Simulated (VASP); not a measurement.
Calculation: PBEsol GGA, VASP's PBE PAW potentials (set 64) (plane waves; VASP).

Input for VASP

**POSCAR**
```
CsPbCl3
1
    5.6202322733    -0.0000000000    -0.0000000000
    0.0000000000     5.6202322733     0.0000000000
   -0.0000000000     0.0000000000     5.6202322733
Cs Pb Cl
1 1 3
Direct
  0.0000000000   0.0000000000   0.0000000000
  0.5000000000   0.5000000000   0.5000000000
  0.5000000000   0.0000000000   0.5000000000
  0.0000000000   0.5000000000   0.5000000000
  0.5000000000   0.5000000000   0.0000000000
```

File KPOINTS:
```
k-points along high-symmetry lines
15
Line-mode
Reciprocal
  0.000000   0.000000   0.000000 ! GAMMA
  0.000000   0.500000   0.000000 ! X

  0.000000   0.500000   0.000000 ! X
  0.500000   0.500000   0.000000 ! M

  0.500000   0.500000   0.000000 ! M
  0.000000   0.000000   0.000000 ! GAMMA

  0.000000   0.000000   0.000000 ! GAMMA
  0.500000   0.500000   0.500000 ! R

  0.500000   0.500000   0.500000 ! R
  0.000000   0.500000   0.000000 ! X

  0.500000   0.500000   0.500000 ! R
  0.500000   0.500000   0.000000 ! M
```

**INCAR**
```
! general
SYSTEM  = CsPbCl3
PREC    = Accurate
ENCUT   = 520   ! plane-wave cut-off (eV)
LREAL   = F
LASPH   = T   ! aspherical one-centre terms
ICHARG  = 11

! electronic loop
EDIFF   = 1E-7   ! SCF stop (eV)
NELM    = 100   ! most electronic steps
ALGO    = Normal
LMAXMIX = 4   ! l cut-off of mixed one-centre charges

! smearing
ISMEAR  = 0   ! Gaussian
SIGMA   = 0.05   ! width (eV)

! functional
GGA     = PS   ! PBEsol

! output
LWAVE   = F
LCHARG  = F
LORBIT  = 11
```

POTCAR, in this order: Cs_sv Pb_d Cl (PBE.64 set). Program: vasp_std. Read from the step before: CHGCAR.

The run wrote:

### OUTCAR
```
 ion  position               nearest neighbor table
   1  0.000  0.000  0.000-
   2  0.500  0.500  0.500-   3 2.81   4 2.81   5 2.81   5 2.81   3 2.81   4 2.81
   3  0.500  0.000  0.500-   2 2.81   2 2.81
   4  0.000  0.500  0.500-   2 2.81   2 2.81
   5  0.500  0.500  0.000-   2 2.81   2 2.81
  LATTYP: Found a simple cubic cell.
 ALAT       =     5.6202322733
 Subroutine PRICEL returns:
 Original cell was already a primitive cell.
 Subroutine GETGRP returns: Found 48 space group operations
The static configuration has the point symmetry O_h .
The dynamic configuration has the point symmetry O_h .
 Subroutine INISYM returns: Found 48 space group operations
   k-points           NKPTS =     90   k-points in BZ     NKDIM =     90   number of bands    NBANDS=     26
   number of dos      NEDOS =    301   number of ions     NIONS =      5
   total plane-waves  NPLWV =  74088
   dimension x,y,z NGX =    42 NGY =   42 NGZ =   42
   dimension x,y,z NGXF=    84 NGYF=   84 NGZF=   84
   ions per type =               1   1   3
   PREC   = accura    normal or accurate (medium, high low for compatibility)
   ISTART =      0    job   : 0-new  1-cont  2-samecut
   ICHARG =     11    charge: 1-file 2-atom 10-const
   ISPIN  =      1    spin polarized calculation?
   LNONCOLLINEAR =      F non collinear calculations
...
```

**OSZICAR**
```
       N       E                     dE             d eps       ncg     rms          rms(c)
DAV:   1     0.418628100574E+03    0.41863E+03   -0.19651E+04  4680   0.155E+03
DAV:   2     0.361268776127E+02   -0.38250E+03   -0.37348E+03  5690   0.351E+02
DAV:   3    -0.155550905691E+02   -0.51682E+02   -0.50484E+02  5796   0.136E+02
DAV:   4    -0.178036660959E+02   -0.22486E+01   -0.22421E+01  5862   0.344E+01
DAV:   5    -0.178795096676E+02   -0.75844E-01   -0.75791E-01  6238   0.571E+00
DAV:   6    -0.178823581323E+02   -0.28485E-02   -0.28482E-02  6936   0.116E+00
DAV:   7    -0.178824058160E+02   -0.47684E-04   -0.47681E-04  6332   0.105E-01
DAV:   8    -0.178824065732E+02   -0.75718E-06   -0.75720E-06  6844   0.142E-02
DAV:   9    -0.178824065972E+02   -0.23986E-07   -0.23953E-07  4542   0.142E-03
   1 F= -.17882407E+02 E0= -.17882407E+02  d E =-.127215E-16
```

File OUTCAR:
```
 val. band max:        1.6080885458   @ k =   0.5000   0.5000   0.5000

 cond. band min:       3.4535715853   @ k =   0.5000   0.5000   0.5000



 k-point     1 :       0.0000    0.0000    0.0000
  band No.  band energies     occupation
      1     -19.6952      2.00000
      2     -15.1183      2.00000
      3     -15.1183      2.00000
      4     -14.8742      2.00000
      5     -14.8742      2.00000
      6     -14.8742      2.00000
      7     -13.4686      2.00000
      8     -12.5937      2.00000
      9     -12.5937      2.00000
     10      -6.4783      2.00000
     11      -6.4783      2.00000
     12      -6.4783      2.00000
     13      -5.0605      2.00000
     14      -3.0310      2.00000
     15      -3.0310      2.00000
     16      -3.0310      2.00000
     17      -0.9701      2.00000
     18      -0.9701      2.00000
     19      -0.9701      2.00000
     20      -0.8651      2.00000
     21      -0.8651      2.00000
     22      -0.8651      2.00000
     23       4.8576      0.00000
     24       5.8703      0.00000
     25       5.8703      0.00000
     26       6.7681      0.00000

 k-point     2 :       0.0000    0.0357    0.0000
  band No.  band energies     occupation
      1     -19.6952      2.00000
      2     -15.1183      2.00000
      3     -15.1170      2.00000
      4     -14.8742      2.00000
      5     -14.8742      2.00000
      6     -14.8742      2.00000
      7     -13.4670      2.00000
      8     -12.5974      2.00000
      9     -12.5937      2.00000
     10      -6.4781      2.00000
     11      -6.4780      2.00000
     12      -6.4780      2.00000
     13      -5.0818      2.00000
     14      -3.0301      2.00000
     15      -3.0301      2.00000
     16      -2.9978      2.00000
     17      -0.9716      2.00000
     18      -0.9713      2.00000
     19      -0.9713      2.00000
     20      -0.8665      2.00000
     21      -0.8665      2.00000
     22      -0.8658      2.00000
     23       4.8703      0.00000
...
```

The density is held fixed in this step, so its total energy and stress have no physical meaning. Unless said otherwise, spin-orbit coupling is left out, though it shifts the bands of the heavy elements here.

The compound is CsPbCl3 in the cubic perovskite structure, the ideal cubic form; the compound distorts at low or room temperature. It was relaxed first.
